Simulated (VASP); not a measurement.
Output of a VASP run:

**OSZICAR**
```
...
DAV:  12    -0.315453207351E+02   -0.45780E-05   -0.27017E-07   528   0.720E-03    0.169E-04
DAV:  13    -0.315453180299E+02    0.27051E-05   -0.10809E-07   528   0.456E-03    0.241E-04
DAV:  14    -0.315453185289E+02   -0.49897E-06   -0.40190E-08   528   0.308E-03
   3 F= -.31545319E+02 E0= -.31545319E+02  d E =-.463630E-02
       N       E                     dE             d eps       ncg     rms          rms(c)
DAV:   1    -0.315481750803E+02   -0.28571E-02   -0.43261E-02  1314   0.495E+00    0.330E-01
DAV:   2    -0.315461064094E+02    0.20687E-02   -0.51741E-03  1546   0.195E+00    0.166E-01
DAV:   3    -0.315451645511E+02    0.94186E-03   -0.15780E-03  1678   0.905E-01    0.305E-02
DAV:   4    -0.315451891507E+02   -0.24600E-04   -0.22655E-04  1072   0.160E-01    0.230E-02
DAV:   5    -0.315452029687E+02   -0.13818E-04   -0.18048E-05  1422   0.481E-02    0.165E-02
DAV:   6    -0.315451319140E+02    0.71055E-04   -0.68725E-05  1064   0.862E-02    0.393E-03
DAV:   7    -0.315451887260E+02   -0.56812E-04   -0.10590E-05  1056   0.359E-02    0.208E-03
DAV:   8    -0.315452044358E+02   -0.15710E-04   -0.16982E-06   912   0.138E-02    0.700E-04
DAV:   9    -0.315452171865E+02   -0.12751E-04   -0.34166E-07   534   0.754E-03    0.509E-04
DAV:  10    -0.315452145223E+02    0.26642E-05   -0.59409E-08   528   0.320E-03    0.319E-04
DAV:  11    -0.315452151215E+02   -0.59921E-06   -0.17462E-08   528   0.186E-03
   4 F= -.31545215E+02 E0= -.31545215E+02  d E =-.453290E-02
       N       E                     dE             d eps       ncg     rms          rms(c)
DAV:   1    -0.315452377609E+02   -0.23239E-04   -0.37865E-04  1314   0.465E-01    0.308E-02
DAV:   2    -0.315451927301E+02    0.45031E-04   -0.44936E-05  1554   0.183E-01    0.155E-02
DAV:   3    -0.315451727285E+02    0.20002E-04   -0.13945E-05  1684   0.852E-02    0.285E-03
DAV:   4    -0.315451706052E+02    0.21233E-05   -0.19012E-06   772   0.150E-02    0.214E-03
DAV:   5    -0.315451744931E+02   -0.38879E-05   -0.19144E-07   528   0.500E-03    0.146E-03
DAV:   6    -0.315451707990E+02    0.36940E-05   -0.59015E-07   606   0.791E-03    0.389E-04
DAV:   7    -0.315451735052E+02   -0.27061E-05   -0.10191E-07   528   0.355E-03    0.307E-04
DAV:   8    -0.315451739691E+02   -0.46396E-06   -0.17796E-08   528   0.170E-03
   5 F= -.31545174E+02 E0= -.31545174E+02  d E =-.449174E-02
       N       E                     dE             d eps       ncg     rms          rms(c)
DAV:   1    -0.315450269113E+02    0.14659E-03   -0.29731E-02  1056   0.140E+00    0.409E-02
DAV:   2    -0.315452414159E+02   -0.21450E-03   -0.12650E-03  1100   0.366E-01    0.219E-02
DAV:   3    -0.315452265370E+02    0.14879E-04   -0.90144E-05  1426   0.107E-01    0.994E-03
DAV:   4    -0.315452296228E+02   -0.30857E-05   -0.33373E-05  1338   0.710E-02    0.424E-03
DAV:   5    -0.315452371827E+02   -0.75599E-05   -0.14674E-05  1060   0.457E-02    0.200E-03
DAV:   6    -0.315452477449E+02   -0.10562E-04   -0.26647E-06  1104   0.181E-02    0.869E-04
DAV:   7    -0.315452437033E+02    0.40415E-05   -0.73883E-07   618   0.907E-03    0.300E-04
DAV:   8    -0.315452452732E+02   -0.15699E-05   -0.15609E-07   528   0.448E-03    0.311E-04
DAV:   9    -0.315452439420E+02    0.13312E-05   -0.49461E-08   528   0.271E-03    0.149E-04
DAV:  10    -0.315452452154E+02   -0.12734E-05   -0.16649E-08   528   0.175E-03    0.653E-05
DAV:  11    -0.315452444889E+02    0.72651E-06   -0.90018E-09   528   0.126E-03
   6 F= -.31545244E+02 E0= -.31545244E+02  d E =-.705198E-04
```

OUTCAR:
```
------------------------ aborting loop because EDIFF is reached ----------------------------------------
  FORCE on cell =-STRESS in cart. coord.  units (eV):
  Direction    XX          YY          ZZ          XY          YZ          ZX
  --------------------------------------------------------------------------------------
  Total       -0.0128451     -0.0128451      0.0564162      0.0000000      0.0000000      0.0000000
  in kB       -0.4602424     -0.4602424      2.0214048      0.0000000      0.0000000      0.0000000
  external PRESSURE =       0.3669734 kB  Pullay stress =       0.0000000 kB
  volume of cell :       44.72
      direct lattice vectors                 reciprocal lattice vectors
     1.582599229 -2.741142235  0.000000000     0.315935956 -0.182405712  0.000000000
     1.582599229  2.741142235  0.000000000     0.315935956  0.182405712  0.000000000
     0.000000000  0.000000000  5.153815685     0.000000000  0.000000000  0.194030998
  FREE ENERGIE OF THE ION-ELECTRON SYSTEM (eV)
  ---------------------------------------------------
  free  energy   TOTEN  =       -31.5452444889 eV

  energy  without entropy=      -31.5452444889  energy(sigma->0) =      -31.54524449

 reached required accuracy - stopping structural energy minimisation
```
(Selected blocks of OUTCAR.)

File POSCAR:
```
GaN
1
    1.5912219442    -2.7560772157     0.0000000000
    1.5912219442     2.7560772157     0.0000000000
    0.0000000000     0.0000000000     5.1801024119
Ga N
2 2
Direct
  0.6666670000   0.3333330000   0.5000334008
  0.3333330000   0.6666670000   0.0000334008
  0.6666670000   0.3333330000   0.8769665992
  0.3333330000   0.6666670000   0.3769665992
```

Q: Write an INCAR and KPOINTS that could have produced this output.

A: Several could match; the one computed here: the input of the run itself, MS2 meta-GGA, plane waves, VASP's PBE PAW potentials (set 64).

### INCAR
```
EDIFFG  =  -0.02   # ionic stop
LWAVE  =  .False.
LMIXTAU  =  .True.
LASPH  =  .True.
SIGMA  =  0.05   # width (eV)
IBRION  =  2
PREC  =  Accurate
EDIFF  =  1E-6   # SCF stop (eV)
ISIF  =  3   # ions, shape and volume
ALGO  =  Normal   # blocked Davidson
SYSTEM  =  GaN
LMAXMIX  =  4
NELM  =  100   # most electronic steps
LCHARG  =  .False.
NSW  =  60   # most ionic steps
ENCUT  =  520   # plane-wave cut-off (eV)
METAGGA  =  MS2
LREAL  =  .False.
ISMEAR  =  0   # Gaussian
```

### KPOINTS
```
Automatic mesh
0
Gamma
7 7 4
0 0 0
```

POTCAR, in this order: Ga_d N (PBE.64 set). Program: vasp_std.

The compound is GaN in the wurtzite structure. This run relaxes it. Symmetry was kept, so distortions that lower it aren't found. The start is the result of an earlier pass.
